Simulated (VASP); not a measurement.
Given:

```xyz
2
Lattice="1.7562 -3.1730 0.0000 1.7562 3.1730 0.0000 0.0000 0.0000 5.7534" Properties=species:S:1:pos:R:3 pbc="T T T"
Ho     1.7562     1.0577     1.4383
Ho     1.8449    -1.0577     4.3150
```
Cell charge +0.02.

The numbers are results of PBE GGA, VASP's PBE PAW potentials (set 64) (plane waves; VASP), not measurements. Numerical set-up: NELECT = 17.98, 400 eV cut-off, 11×11×6 Γ-centred mesh, Gaussian smearing of 0.050 eV, potentials Ho_3.

The 4f electrons are frozen in the core of the lanthanide potential, so 4f levels, which can set the real gap, and their magnetism are missing. The cell is charged, with a uniform compensating background.

Task: Which forces act on the atoms, in eV/Å?

Result: 
| atom | Fx | Fy | Fz |
|---|---|---|---|
| Ho1 | 0.112 | -0.046 | 0.000 |
| Ho2 | -0.112 | 0.046 | 0.000 |

Task: Give the stress tensor in GPa (positive for a compressed cell).

Result: 
```
 0.72  -0.25   0.00
-0.25  -1.84   0.00
 0.00   0.00  -2.40
```
The pressure is its mean diagonal, -1.17 GPa.

The compound is Ho in the hcp structure. The cell was not relaxed at this level, atoms are displaced from their ideal sites. The run is one of a series of settings (ISMEAR = 0, NELECT = 17.98, SIGMA = 0.05 against the base run), some of them coarse on purpose.
